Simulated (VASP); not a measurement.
Consider the following.

```
CELL_PARAMETERS angstrom
      3.75916     0.00000     0.00000
      0.00000     3.75916     0.00000
      0.00000     0.00000     5.30508
ATOMIC_POSITIONS crystal
  Mg 0.50000 0.50000 0.50000
  Cd 0.00000 0.00000 0.00000
  S  0.00000 0.00000 0.50000
  S  0.50000 0.50000 0.00000
```

Computed with PBEsol GGA with spin-orbit coupling, VASP's PBE PAW potentials (set 64) (plane waves; VASP 6.6.1). Run with 400 eV cut-off, 5×5×4 Γ-centred mesh, Gaussian smearing of 0.050 eV, potentials Mg Cd S.

Problem. Estimate the energy per atom (σ→0), band gap (over mesh and band path) with the smallest direct gap where there is one.

Solution. 
```
Property                                                Value
---------------------------------------------  --------------
band gap (over mesh and band path)                    0.07 eV
smallest direct gap (over mesh and band path)         1.34 eV
energy per atom (σ→0)                          -3.910 eV/atom
```

Only differences to runs with the same potentials and settings are physical.

The structure comes from a computed database's MgCdS2 entry (P4/mmm); how it stands against other phases isn't given here. It was relaxed first.
